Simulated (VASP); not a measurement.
Level of theory: PBE GGA + U (Dudarev), VASP's PBE PAW potentials (set 64) (plane waves; VASP 6.6.1).

The input files of a VASP run:

File KPOINTS:
```
Automatic mesh
0
Gamma
7 7 7
0 0 0
```

INCAR:
```
ALGO  =  Normal
EDIFF  =  1E-6
ENCUT  =  400
GGA  =  PE
ISIF  =  2
ISMEAR  =  1
LASPH  =  .TRUE.
LCHARG  =  .FALSE.
LDAU  =  .TRUE.
LDAUJ  =  0 0
LDAUL  =  2 -1
LDAUPRINT  =  1
LDAUTYPE  =  2
LDAUU  =  2.0 0
LMAXMIX  =  6
LORBIT  =  10
LREAL  =  .FALSE.
LWAVE  =  .FALSE.
NELM  =  100
PREC  =  Accurate
SIGMA  =  0.1
SYSTEM  =  Pt3Ti
```

File POSCAR:
```
Pt3Ti
1
    3.9200000000     0.0000000000     0.0000000000
    0.0000000000     3.9200000000     0.0000000000
    0.0000000000     0.0000000000     3.9200000000
Ti Pt
1 3
Direct
  0.0000000000   0.0000000000   0.0000000000
  0.0000000000   0.5000000000   0.5000000000
  0.5000000000   0.0000000000   0.5000000000
  0.5000000000   0.5000000000   0.0000000000
```

POTCAR, in this order: Ti_sv Pt (PBE.64 set). Program: vasp_std.

What VASP printed:

### OSZICAR
```
       N       E                     dE             d eps       ncg     rms          rms(c)
DAV:   1     0.336927482377E+03    0.33693E+03   -0.18335E+04  1000   0.150E+03
DAV:   2    -0.294545419997E+01   -0.33987E+03   -0.33311E+03  1115   0.405E+02
DAV:   3    -0.307824485130E+02   -0.27837E+02   -0.26975E+02  1451   0.101E+02
DAV:   4    -0.315857642349E+02   -0.80332E+00   -0.80056E+00  1199   0.179E+01
DAV:   5    -0.316105683760E+02   -0.24804E-01   -0.24789E-01  1471   0.312E+00    0.218E+01
DAV:   6    -0.293652210336E+02    0.22453E+01   -0.23324E+01  1397   0.351E+01    0.138E+01
DAV:   7    -0.289703563658E+02    0.39486E+00   -0.28262E+01  1417   0.328E+01    0.997E+00
DAV:   8    -0.281711999375E+02    0.79916E+00   -0.19920E+00  1423   0.110E+01    0.408E+00
DAV:   9    -0.281486815344E+02    0.22518E-01   -0.17906E+00  1463   0.715E+00    0.257E+00
DAV:  10    -0.280790621417E+02    0.69619E-01   -0.48344E-01  1424   0.471E+00    0.295E-01
DAV:  11    -0.280817177428E+02   -0.26556E-02   -0.15499E-02  1430   0.876E-01    0.458E-01
DAV:  12    -0.280798055437E+02    0.19122E-02   -0.10095E-02  1467   0.588E-01    0.579E-02
DAV:  13    -0.280798176871E+02   -0.12143E-04   -0.15106E-04  1137   0.876E-02    0.215E-02
DAV:  14    -0.280798253342E+02   -0.76471E-05   -0.44057E-05  1500   0.479E-02    0.319E-02
DAV:  15    -0.280798167489E+02    0.85853E-05   -0.40733E-05  1416   0.433E-02    0.322E-03
DAV:  16    -0.280798168724E+02   -0.12357E-06   -0.75126E-07   694   0.584E-03
   1 F= -.28079817E+02 E0= -.28079974E+02  d E =0.472338E-03
```

File OUTCAR:
```
------------------------ aborting loop because EDIFF is reached ----------------------------------------
  FORCE on cell =-STRESS in cart. coord.  units (eV):
  Direction    XX          YY          ZZ          XY          YZ          ZX
  --------------------------------------------------------------------------------------
  Total        2.4693741      2.4693741      2.4693741      0.0000000      0.0000000     -0.0000000
  in kB       65.6809264     65.6809264     65.6809264      0.0000000      0.0000000     -0.0000000
  external PRESSURE =      65.6809264 kB  Pullay stress =       0.0000000 kB
  volume of cell :       60.24
      direct lattice vectors                 reciprocal lattice vectors
     3.920000000  0.000000000  0.000000000     0.255102041  0.000000000  0.000000000
     0.000000000  3.920000000  0.000000000     0.000000000  0.255102041  0.000000000
     0.000000000  0.000000000  3.920000000     0.000000000  0.000000000  0.255102041
 POSITION                                       TOTAL-FORCE (eV/Angst)
 -----------------------------------------------------------------------------------
      0.00000      0.00000      0.00000         0.000000      0.000000      0.000000
      0.00000      1.96000      1.96000         0.000000      0.000000      0.000000
      1.96000      0.00000      1.96000         0.000000      0.000000      0.000000
      1.96000      1.96000      0.00000         0.000000      0.000000      0.000000
 -----------------------------------------------------------------------------------
    total drift:                                0.000000      0.000000      0.000000
  FREE ENERGIE OF THE ION-ELECTRON SYSTEM (eV)
  ---------------------------------------------------
  free  energy   TOTEN  =       -28.0798168724 eV

  energy  without entropy=      -28.0802892106  energy(sigma->0) =      -28.07997432

 total charge

# of ion       s       p       d       tot
------------------------------------------
    1        2.216   6.164   1.704  10.084
    2        0.694   0.665   8.070   9.429
    3        0.694   0.665   8.070   9.429
    4        0.694   0.665   8.070   9.429
--------------------------------------------------
tot          4.297   8.158  25.915  38.371
```
(Selected blocks of OUTCAR.)

### OUTCAR
```
 val. band max:       11.6749225282   @ k =   0.4286   0.0000   0.0000

 cond. band min:      11.7611578366   @ k =   0.4286   0.1429   0.1429


 Fermi energy:        11.7012154289

 k-point     1 :       0.0000    0.0000    0.0000
  band No.  band energies     occupation
      1     -47.1585      2.00000
      2     -23.3563      2.00000
      3     -23.3563      2.00000
      4     -23.3563      2.00000
      5       1.5291      2.00000
      6       4.3712      2.00000
      7       4.7425      2.00000
      8       4.7425      2.00000
      9       5.0479      2.00000
     10       5.0479      2.00000
     11       5.0479      2.00000
     12       8.0948      2.00000
     13       8.0948      2.00000
     14       8.0948      2.00000
     15       9.9906      2.00000
     16       9.9906      2.00000
     17      11.1022      2.00000
     18      11.6715      1.47849
     19      11.6715      1.47849
     20      11.6715      1.47849
     21      13.1318     -0.00000
     22      13.1318     -0.00000
     23      13.1491     -0.00000
     24      13.1491     -0.00000
     25      13.1491     -0.00000

 k-point     2 :       0.1429    0.0000    0.0000
  band No.  band energies     occupation
      1     -47.1590      2.00000
      2     -23.3610      2.00000
      3     -23.3571      2.00000
      4     -23.3571      2.00000
      5       1.7938      2.00000
      6       4.5358      2.00000
      7       4.8295      2.00000
      8       4.9632      2.00000
      9       5.1441      2.00000
     10       5.2088      2.00000
     11       5.2088      2.00000
     12       7.9365      2.00000
     13       8.1678      2.00000
     14       8.1678      2.00000
     15       9.7628      2.00000
     16      10.0203      2.00000
     17      10.6757      2.00000
     18      10.6757      2.00000
     19      10.8617      2.00000
     20      11.6721      1.46970
     21      11.8642     -0.04338
     22      12.7589     -0.00000
     23      12.7589     -0.00000
...
```

Unless said otherwise, spin-orbit coupling is left out, though it shifts the bands of the heavy elements here.

The compound is Pt3Ti in the L1_2 structure. The cell was not relaxed at this level. The run is one of a series of settings (LDAU = .TRUE., LDAUJ = 0 0, LDAUL = 2 -1, LDAUTYPE = 2, LDAUU = 2.0 0 against the base run), some of them coarse on purpose.
